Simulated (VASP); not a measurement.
Input:

```xyz
6
Lattice="1.5642 -2.7092 0.0000 1.5642 2.7092 0.0000 0.0000 0.0000 12.1781" Properties=species:S:1:pos:R:3 pbc="T T T"
W      1.5642     0.9031     3.0445
W      1.5642    -0.9031     9.1336
S      1.5642     0.9031    10.6972
S      1.5642    -0.9031     4.6082
S      1.5642    -0.9031     1.4809
S      1.5642     0.9031     7.5700
```

Method: LDA (Ceperley-Alder, Perdew-Zunger), VASP's LDA PAW potentials (set 64) (plane waves; VASP 6.6.1). Run with 520 eV cut-off, Gaussian smearing of 0.050 eV, potentials W_sv S.

Unless said otherwise, spin-orbit coupling is left out, though it shifts the bands of the heavy elements here.

Task: Give the energies of bands 17 to 30 at the high-symmetry points, in eV from the valence-band maximum.

Result: 
| band | Γ | M | K | A | L | H |
|---|---|---|---|---|---|---|
| 17 | -3.56 | -5.64 | -5.47 | -3.55 | -5.17 | -5.32 |
| 18 | -3.55 | -4.88 | -5.18 | -3.55 | -5.17 | -5.32 |
| 19 | -3.55 | -4.20 | -4.58 | -3.01 | -4.15 | -4.85 |
| 20 | -2.29 | -4.10 | -4.58 | -3.01 | -4.15 | -4.85 |
| 21 | -2.29 | -3.05 | -4.25 | -2.25 | -2.95 | -3.81 |
| 22 | -2.23 | -2.80 | -4.25 | -2.25 | -2.95 | -3.81 |
| 23 | -2.23 | -1.96 | -2.95 | -2.25 | -1.84 | -3.16 |
| 24 | -1.45 | -1.77 | -2.95 | -2.25 | -1.84 | -3.16 |
| 25 | -1.39 | -1.72 | -0.84 | -0.33 | -1.66 | -0.73 |
| 26 | 0.00 | -1.58 | -0.59 | -0.33 | -1.66 | -0.73 |
| 27 | 2.33 | 2.34 | 1.30 | 2.32 | 2.36 | 1.30 |
| 28 | 2.33 | 2.39 | 1.30 | 2.32 | 2.36 | 1.30 |
| 29 | 2.34 | 2.56 | 1.85 | 2.32 | 2.79 | 2.46 |
| 30 | 2.35 | 2.94 | 3.29 | 2.33 | 2.79 | 2.46 |

The gap is indirect, 0.86 eV, from the valence maximum at Γ to the conduction minimum at K-Γ at 0.44.

The compound is WS2 in the 2H layered structure. It was relaxed first.
